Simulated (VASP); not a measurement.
VASP runs on Pd (space group Fm-3m) share one base input (PBE GGA, plane waves, VASP's PBE PAW potentials (set 64)) and change the settings named in each case.

### POSCAR
```
Pd
1
    0.0000000000     1.9298290000     1.9298290000
    1.9298290000     0.0000000000     1.9298290000
    1.9298290000     1.9298290000     0.0000000000
Pd
1
Direct
  0.0000000000   0.0000000000   0.0000000000
```

INCAR:
```
ALGO = Normal
EDIFF = 1E-6
ENCUT = 300
GGA = PE
ISIF = 2
ISMEAR = 0
LASPH = .TRUE.
LCHARG = .FALSE.
LMAXMIX = 4
LREAL = .FALSE.
LWAVE = .FALSE.
NELM = 100
PREC = Accurate
SIGMA = 0.136
SYSTEM = Pd
```

KPOINTS:
```
Automatic mesh
0
Gamma
15 15 15
0 0 0
```

POTCAR, in this order: Pd (PBE.64 set). Program: vasp_std.

```csv
change,E(σ→0) (eV/atom),pressure (GPa),−TS (eV)
base run,-5.1943,12.15,-0.0189
GGA = PS,-5.9733,___,___
"GGA_COMPAT = .FALSE., LNONCOLLINEAR = .TRUE., LSORBIT = .TRUE., MAGMOM = 0.0 0.0 0.0, program vasp_ncl",-5.2366,___,___
KPOINTS 6×6×6 Γ-centred mesh,-5.2020,10.91,-0.0205
```

Task: Some entries are withheld; supply them.

Result: 
- GGA_COMPAT = .FALSE., LNONCOLLINEAR = .TRUE., LSORBIT = .TRUE., MAGMOM = 0.0 0.0 0.0, program vasp_ncl, pressure (GPa): 12.27
- GGA_COMPAT = .FALSE., LNONCOLLINEAR = .TRUE., LSORBIT = .TRUE., MAGMOM = 0.0 0.0 0.0, program vasp_ncl, −TS (eV): -0.0184
- GGA = PS, pressure (GPa): 1.94
- GGA = PS, −TS (eV): -0.0190

Energies of different potentials or functionals have different zeros.  At 300 eV the pressure can carry a Pulay error.

Left out are runs that ran out of time, are held back, or changed the cell or the kind of run, fixed moments of cells without a moment, rows past the twelfth, gaps on odd meshes, pressures of charged cells and columns that move by less than the noise.

The structure is a typed Pd crystal (Fm-3m). The cell was not relaxed at this level, its lattice was scaled by up to 2.5 %.
